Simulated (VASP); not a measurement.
Output of a VASP run:

OSZICAR:
```
       N       E                     dE             d eps       ncg     rms          rms(c)
DAV:   1     0.862190460547E+01    0.86219E+01   -0.35731E+03  8064   0.840E+02
DAV:   2    -0.325649722736E+01   -0.11878E+02   -0.11622E+02 11056   0.963E+01
DAV:   3    -0.603954200225E+01   -0.27830E+01   -0.27733E+01 13760   0.487E+01
DAV:   4    -0.618098251940E+01   -0.14144E+00   -0.14135E+00 10624   0.103E+01
DAV:   5    -0.618386741266E+01   -0.28849E-02   -0.28849E-02 13440   0.145E+00    0.828E-01
DAV:   6    -0.616522561524E+01    0.18642E-01   -0.87034E-02 12720   0.816E-01    0.435E-01
DAV:   7    -0.616240115884E+01    0.28245E-02   -0.14584E-03 11120   0.321E-01    0.222E-01
DAV:   8    -0.616139675170E+01    0.10044E-02   -0.20673E-03 15376   0.312E-01    0.345E-02
DAV:   9    -0.616141318139E+01   -0.16430E-04   -0.15015E-04 10040   0.124E-01    0.867E-03
DAV:  10    -0.616141238353E+01    0.79786E-06   -0.56660E-06 14576   0.254E-02
   1 F= -.61614124E+01 E0= -.61467521E+01  d E =-.293205E-01
```

OUTCAR:
```
------------------------ aborting loop because EDIFF is reached ----------------------------------------
  FORCE on cell =-STRESS in cart. coord.  units (eV):
  Direction    XX          YY          ZZ          XY          YZ          ZX
  --------------------------------------------------------------------------------------
  Total       -1.4539624     -1.5090546     -1.4805932      0.0242857      0.0095817     -0.0011172
  in kB      -40.4013839    -41.9322360    -41.1413749      0.6748296      0.2662489     -0.0310436
  external PRESSURE =     -41.1583316 kB  Pullay stress =       0.0000000 kB
  volume of cell :       57.66
      direct lattice vectors                 reciprocal lattice vectors
     1.509010000  0.871227000  7.309584000     0.331343066  0.191301008  0.045602239
    -1.509010000  0.871227000  7.309584000    -0.331343066  0.191301008  0.045602239
     0.000000000 -1.742455000  7.309584000     0.000000000 -0.382602015  0.045602213
 POSITION                                       TOTAL-FORCE (eV/Angst)
 -----------------------------------------------------------------------------------
     -0.02550     -0.04652     17.03243         0.007677      0.011095      0.054383
      0.02424     -0.00840      4.83356        -0.004015     -0.000898      0.055964
      0.00126     -1.68753      7.37235        -0.003662     -0.010197     -0.110347
 -----------------------------------------------------------------------------------
    total drift:                                0.000022     -0.000042      0.000189
  FREE ENERGIE OF THE ION-ELECTRON SYSTEM (eV)
  ---------------------------------------------------
  free  energy   TOTEN  =        -6.1614123835 eV

  energy  without entropy=       -6.1320918814  energy(sigma->0) =       -6.14675213
```
(Selected blocks of OUTCAR.)

**POSCAR**
```
Li
1
    1.5090100000     0.8712270000     7.3095840000
   -1.5090100000     0.8712270000     7.3095840000
    0.0000000000    -1.7424550000     7.3095840000
Li
3
Direct
  0.7593690000   0.7762650000   0.7945160000
  0.2268450000   0.2107830000   0.2236350000
  0.0137860000   0.0129520000  -0.0181510000
```

Reconstruct the remaining input files.

One answer among several that fit: the input of the run itself, LDA (Ceperley-Alder, Perdew-Zunger), plane waves, VASP's LDA PAW potentials (set 64).

### INCAR
```
SYSTEM=Li
ENCUT=400   # plane-wave cut-off (eV)
LREAL=.FALSE.
LWAVE=.FALSE.
NELM=100
ISMEAR=0
SIGMA=0.2   # width (eV)
PREC=Accurate
ALGO=Normal   # blocked Davidson
EDIFF=1E-6   # SCF stop (eV)
LASPH=.TRUE.   # aspherical one-centre terms
LCHARG=.FALSE.
ISIF=2   # forces and stress, cell fixed
```

KPOINTS:
```
Automatic mesh
0
Gamma
10 10 10
0 0 0
```

POTCAR, in this order: Li_sv (LDA.64 set). Program: vasp_std.

At this cut-off the stress carries a Pulay error, which pulls relaxed volumes low.

The structure comes from a computed database's Li entry (R-3m); how it stands against other phases isn't given here. The cell was not relaxed at this level, atoms are displaced from their ideal sites.
